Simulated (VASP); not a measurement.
Consider the following.

```xyz
2
Lattice="0.0000 2.9448 2.9448 2.9448 0.0000 2.9448 2.9448 2.9448 0.0000" Properties=species:S:1:pos:R:3 pbc="T T T"
In     0.0000     0.0000     0.0000
P      1.4724     1.4724     1.4724
```

All values below come from PBE GGA with D4 dispersion, VASP's PBE PAW potentials (set 64) (plane waves; VASP 6.6.1). Numerical set-up: 520 eV cut-off, 9×9×9 Γ-centred mesh, tetrahedra with Blöchl corrections, potentials In_d P.

Unless said otherwise, spin-orbit coupling is left out, though it shifts the bands of the heavy elements here.

Problem. Tabulate the total density of states (states/eV per cell) against energy (eV; zero at the valence-band maximum or, without a gap, the Fermi level).

Solution. 
| E (eV) | DOS (states/eV) |
|---|---|
| -9.98 | 0.92 |
| -9.62 | 1.56 |
| -9.26 | 1.76 |
| -8.90 | 0.00 |
| -8.54 | 0.00 |
| -8.18 | 0.00 |
| -7.82 | 0.00 |
| -7.46 | 0.00 |
| -7.10 | 0.00 |
| -6.74 | 0.00 |
| -6.38 | 0.00 |
| -6.02 | 0.00 |
| -5.66 | 0.11 |
| -5.30 | 1.89 |
| -4.94 | 0.78 |
| -4.58 | 0.51 |
| -4.22 | 0.36 |
| -3.86 | 0.29 |
| -3.50 | 0.20 |
| -3.14 | 0.97 |
| -2.78 | 1.29 |
| -2.42 | 1.57 |
| -2.06 | 1.85 |
| -1.70 | 1.80 |
| -1.34 | 1.76 |
| -0.98 | 1.45 |
| -0.62 | 0.70 |
| -0.26 | 0.29 |
| 0.10 | 0.00 |
| 0.46 | 0.00 |
| 0.82 | 0.00 |
| 1.18 | 0.01 |
| 1.54 | 0.04 |
| 1.90 | 0.40 |
| 2.26 | 1.02 |
| 2.62 | 2.08 |
| 2.98 | 1.99 |
| 3.34 | 0.92 |
| 3.70 | 0.79 |
| 4.06 | 0.96 |
Within 2 eV below the valence-band maximum the largest weight inside VASP's projection spheres is P p, then In p.

The compound is InP in the zinc blende structure. It was relaxed first.
